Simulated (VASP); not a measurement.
An input for Ansatz (written as the equivalent of a VASP run, and not itself run):

Ansatz 0.2 input:
```yaml
crystal:
  lattice:
    - [2.7879885, 0.0000000, 0.0000000]
    - [0.0000000, 2.7879885, 0.0000000]
    - [0.0000000, 0.0000000, 4.0091240]
  atoms:
    - { symbol: Ti, position: [0.0000000, 0.0000000, 0.0000000] }
    - { symbol: Al, position: [0.5000000, 0.5000000, 0.5000000] }
kpoints:
  mp_grid: { grid: [13, 13, 9] }
hamiltonian:
  xc: pbe
  pseudopotentials: { kind: paw }
scf:
  occupations: { method: methfessel_paxton, width: 0.1 }
  max_iter: 100
relax:
  max_steps: 40
  f_tol: 0.02
  cell: { p_target: 5 }
output: { forces: true, stress: true, eigenvalues: true }
```

Task: Write the VASP files for the same calculation (PBE).

Result: One answer among several that fit: 
POSCAR:
```
TiAl
1.0
  2.7879885063   0.0000000000   0.0000000000
  0.0000000000   2.7879885063   0.0000000000
  0.0000000000   0.0000000000   4.0091239748
Ti Al
1 1
Cart
  0.0000000000   0.0000000000   0.0000000000
  1.3939942532   1.3939942532   2.0045619874
```

**KPOINTS**
```
Automatic mesh
0
Gamma
13 13 9
0 0 0
```

INCAR:
```
# general
SYSTEM  = TiAl
PREC    = Accurate
ENCUT   = 500   # plane-wave cut-off (eV)
LREAL   = F
LASPH   = T   # aspherical one-centre terms

# electronic loop
EDIFF   = 1E-6   # SCF stop (eV)
NELM    = 100
ALGO    = Normal
LMAXMIX = 4   # l cut-off of mixed one-centre charges

# smearing
ISMEAR  = 1
SIGMA   = 0.1   # width (eV)

# functional
GGA     = PE   # PBE

# ions
IBRION  = 2   # conjugate gradients
NSW     = 40   # most ionic steps
ISIF    = 3
EDIFFG  = -0.02
PSTRESS = 50

# output
LWAVE   = F
LCHARG  = F
```

POTCAR, in this order: Ti_sv Al (PBE.64 set). Program: vasp_std.

What does not carry over: each code has its own PAW files, so the cut-off isn't converted (ENCUT is set for VASP's; basis.ecutwfc is left out, and Ansatz then takes the one that its files recommend); Ansatz stops its SCF on the density residual and VASP on the energy change (EDIFF).

The compound is TiAl in the L1_0 structure. It was relaxed first under an external pressure of 5 GPa.
